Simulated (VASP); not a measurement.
# Adsorption sites of OH on Al(111), part 3 of 8

Which site of Al(111) does OH prefer, and what does it do to the work function?

VASP 6.6.1, plane waves and PAW; the level of theory is named at each step.

So far. Step 3 (The bulk reference, job self-consistent run, k-mesh …): The run ends at a pressure of 0.04 GPa. Step 4 (Relaxing the slab): The run ended after 7 ionic steps, 0.011 eV below its first step, once the forces on the free atoms met EDIFFG = -0.03.

### Step 5. Potential and states of the slab

Level of this step: RPBE; plane waves and PAW (Al) (VASP).

A static run writes the electrostatic potential without exchange and correlation (LVHAR), which is flat in the vacuum and gives the level to count from. The dipole correction cancels the field that unlike faces would set up across the vacuum.

Contents of INCAR:

```
SYSTEM = Al
PREC = Normal
ENCUT = 440
EDIFF = 1E-06
NELM = 120
ISMEAR = 1
SIGMA = 0.15
LREAL = .FALSE.
ALGO = Fast
GGA = RP
NBANDS = 30
LORBIT = 11
LWAVE = .FALSE.
LCHARG = .FALSE.
KPAR = 4
IDIPOL = 3
LDIPOL = .TRUE.
DIPOL = 0.5 0.5 0.498
LVHAR = .TRUE.
LVACPOTAV = .TRUE.
NEDOS = 1500
```

Contents of POSCAR:

```
Al
1.0
    5.7429020072      0.0000000000      0.0000000000
    2.8714510036      4.9734990297      0.0000000000
    0.0000000000      0.0000000000     19.6890598535
Al
12
Selective dynamics
Direct
    0.1666666700      0.1666666700      0.3809222000  F F F
    0.6666666700      0.1666666700      0.3809222000  F F F
    0.1666666700      0.6666666700      0.3809222000  F F F
    0.6666666700      0.6666666700      0.3809222000  F F F
    0.8333333300      0.3333333300      0.4978482068  T T T
    0.3333333300      0.3333333300      0.4978482068  T T T
    0.8333333300      0.8333333300      0.4978482068  T T T
    0.3333333300      0.8333333300      0.4978482068  T T T
    0.0000000000      0.0000000000      0.6150397423  T T T
    0.5000000000      0.0000000000      0.6150397423  T T T
    0.0000000000      0.5000000000      0.6150397423  T T T
    0.5000000000      0.5000000000      0.6150397423  T T T
```

Contents of KPOINTS:

```
Automatic mesh
0
Gamma
6 6 1
0 0 0
```

The projector-augmented-wave data sets are Al (PBE family, release 64).

The run is started by

```bash
$ mpirun -np 4 vasp_std
```

Log:

```text
[... set-up lines as in an earlier step ...]
 entering main loop
       N       E                     dE             d eps       ncg     rms          rms(c)
DAV:   1     0.109883748379E+03    0.10988E+03   -0.98858E+03   420   0.743E+02
DAV:   2    -0.337856047204E+02   -0.14367E+03   -0.13698E+03   580   0.133E+02
DAV:   3    -0.413922626257E+02   -0.76067E+01   -0.74073E+01   536   0.309E+01
DAV:   4    -0.416992347499E+02   -0.30697E+00   -0.30645E+00   676   0.751E+00
DAV:   5    -0.417093687303E+02   -0.10134E-01   -0.10133E-01   692   0.128E+00    0.666E+00
RMM:   6    -0.398384878439E+02    0.18709E+01   -0.34877E+00   433   0.278E+00    0.375E+00
RMM:   7    -0.395800059885E+02    0.25848E+00   -0.82013E-01   471   0.225E+00    0.143E+00
RMM:   8    -0.395233607195E+02    0.56645E-01   -0.19160E-01   507   0.143E+00    0.377E-01
RMM:   9    -0.395257175109E+02   -0.23568E-02   -0.58137E-02   566   0.767E-01    0.365E-01
RMM:  10    -0.395084187549E+02    0.17299E-01   -0.15279E-02   518   0.406E-01    0.179E-01
RMM:  11    -0.394999170341E+02    0.85017E-02   -0.10385E-02   494   0.323E-01    0.866E-02
RMM:  12    -0.394984258229E+02    0.14912E-02   -0.63815E-03   503   0.232E-01    0.511E-02
RMM:  13    -0.394984453070E+02   -0.19484E-04   -0.18085E-03   511   0.153E-01    0.273E-02
RMM:  14    -0.394986471915E+02   -0.20188E-03   -0.38444E-04   500   0.739E-02    0.137E-02
RMM:  15    -0.394987335662E+02   -0.86375E-04   -0.32587E-04   531   0.593E-02    0.223E-02
RMM:  16    -0.394996065469E+02   -0.87298E-03   -0.18481E-04   496   0.402E-02    0.252E-02
RMM:  17    -0.394996117324E+02   -0.51855E-05   -0.30753E-05   547   0.227E-02    0.725E-03
RMM:  18    -0.394998529724E+02   -0.24124E-03   -0.50266E-05   487   0.158E-02    0.196E-03
RMM:  19    -0.394999174636E+02   -0.64491E-04   -0.89155E-06   451   0.952E-03    0.142E-03
RMM:  20    -0.394999341763E+02   -0.16713E-04   -0.29219E-06   384   0.586E-03    0.167E-03
RMM:  21    -0.394999402319E+02   -0.60556E-05   -0.10305E-06   351   0.390E-03    0.198E-03
RMM:  22    -0.394999409352E+02   -0.70324E-06   -0.24207E-07   262   0.268E-03
 -----------------------------------------------------------------------------
|                                                                             |
|           W    W    AA    RRRRR   N    N  II  N    N   GGGG   !!!           |
|           W    W   A  A   R    R  NN   N  II  NN   N  G    G  !!!           |
|           W    W  A    A  R    R  N N  N  II  N N  N  G       !!!           |
|           W WW W  AAAAAA  RRRRR   N  N N  II  N  N N  G  GGG   !            |
|           WW  WW  A    A  R   R   N   NN  II  N   NN  G    G                |
|           W    W  A    A  R    R  N    N  II  N    N   GGGG   !!!           |
|                                                                             |
|     Did not find any points to average over, which means that no vacuum     |
|     field-free region was found. Please increase the size of  your cell     |
|     in the dimension of the dipole correction to obtain accurate            |
|     workfunction values.                                                    |
|                                                                             |
 -----------------------------------------------------------------------------

   1 F= -.39499941E+02 E0= -.39500158E+02  d E =0.650361E-03
```

Run time: 75 s. Hardware: 4 MPI ranks of Intel Xeon Platinum 8175M at 2.50GHz (Skylake/Cascade Lake), shared host; peak memory 1.3 GiB; 4.4 min of CPU time.

Parts of OUTCAR (step 5):

```text
   NELECT =      36.0000    total number of electrons

 dipolmoment           0.000000      0.000000     -0.000245 electrons x Angstroem

 E-fermi :   0.3925

 k-point     1 :       0.0000    0.0000    0.0000
  band No.  band energies     occupation
    ...
     18       0.0160      2.00221
     19       0.0160      2.00221
     20       0.2538      2.03083
     21       0.2539      2.03083
     22       0.2539      2.03083
     23       0.9413     -0.00000
     24       2.9777     -0.00000
     25       2.9777     -0.00000
     26       2.9777     -0.00000
     27       3.0276     -0.00000
    ...

  Total       -2.5098954     -2.5098954      0.4698840      0.0000000     -0.0000000      0.0000000
  in kB       -7.1506873     -7.1506873      1.3386985      0.0000000     -0.0000000      0.0000000
  external PRESSURE =      -4.3208921 kB  Pullay stress =       0.0000000 kB

 POSITION                                       TOTAL-FORCE (eV/Angst)
 -----------------------------------------------------------------------------------
      1.43573      0.82892      7.50000         0.000000     -0.000000     -0.034554
      4.30718      0.82892      7.50000        -0.000000     -0.000000     -0.034554
      2.87145      3.31567      7.50000         0.000000      0.000000     -0.034554
      5.74290      3.31567      7.50000         0.000000     -0.000000     -0.034554
      5.74290      1.65783      9.80216        -0.000000      0.000000      0.015271
      2.87145      1.65783      9.80216        -0.000000      0.000000      0.015271
      7.17863      4.14458      9.80216         0.000000      0.000000      0.015271
      4.30718      4.14458      9.80216         0.000000      0.000000      0.015271
      0.00000      0.00000     12.10955        -0.000000     -0.000000      0.019283
      2.87145      0.00000     12.10955        -0.000000     -0.000000      0.019283
      1.43573      2.48675     12.10955        -0.000000     -0.000000      0.019283
      4.30718      2.48675     12.10955        -0.000000     -0.000000      0.019283
 -----------------------------------------------------------------------------------
    total drift:                               -0.000001     -0.000000     -0.000251

  FREE ENERGIE OF THE ION-ELECTRON SYSTEM (eV)
  ---------------------------------------------------
  free  energy   TOTEN  =       -39.4999409352 eV

  energy  without entropy=      -39.5005912960  energy(sigma->0) =      -39.50015772

 vacuum level on the upper side and lower side of the slab         4.254         4.255

[... 6 parts as in an earlier step ...]

[... 11 further parts left out ...]
```

Numbers from this step:

```
electronic cycles                          : 22
dipole moment                              : 0, 0, -2.45e-4 e·Å
vacuum levels                              : 4.254, 4.255 eV
work functions of the upper and lower face : 3.861, 3.862 eV
```

Zero at the Fermi level. Planar average of the electrostatic potential against height:

```csv
height (Å),planar average of the electrostatic potential (eV)
0.0,3.86
0.5,3.86
1.0,3.86
1.5,3.86
2.0,3.86
2.5,3.86
3.0,3.86
3.5,3.86
4.0,3.86
4.5,3.84
5.0,3.77
5.5,3.54
6.0,2.69
6.5,-0.107
7.0,-8.63
7.5,-17.9
8.0,-8.69
8.5,-1.04
9.0,-2.55
9.5,-13.9
10.0,-16.1
10.5,-4.13
11.0,-0.671
11.5,-5.99
12.0,-17.3
12.5,-11.6
13.0,-1.16
13.5,2.32
14.0,3.43
14.5,3.74
15.0,3.83
15.5,3.85
16.0,3.86
16.5,3.86
17.0,3.86
17.5,3.86
18.0,3.86
18.5,3.86
19.0,3.86
19.5,3.86
```

Density of states in the PAW spheres, an atom over height of the layer and energy from the Fermi level.

Ten even steps from '0' (0.026 states/eV) to '9' (0.166 states/eV), each cell a mean:
```
434
686
545
646
555
232
636
333
999
323
131
434
666
454
101
656
454
121
303
131
232
101
```
Columns: height of the layer (Å) from 7.5 to 12.1; rows upwards: energy from the Fermi level (eV) from -7.9 to 0.5.

The map of layer states is cut here 0.5 eV above the Fermi level, so it leaves out the states above that.

The vacuum level lies 3.86 eV above the Fermi level at the upper face; both faces agree, as the slab has next to no dipole.

The program found no field-free point at its default tolerance, but its printed level agrees with the flat part of the planar average.

On this mesh the fine structure of the density of states is sampling noise, and high empty states may be cut by the number of bands.

[end of part 3 of 8]

[Lines on the potential files, build, host, timing and source positions are cut from VASP's logs without a mark.]

[Logs are printed without paths, hosts, clocks, repeated set-up lines and the standing remarks that a program may print on its own settings, such as how far it seeks lower states.]

[Hosts, paths, dates, database ids (printed as entryN), source tags and the programs' standing remarks are cut or masked in the printed files.]

[Runs that stopped without an error message from VASP are left out.]
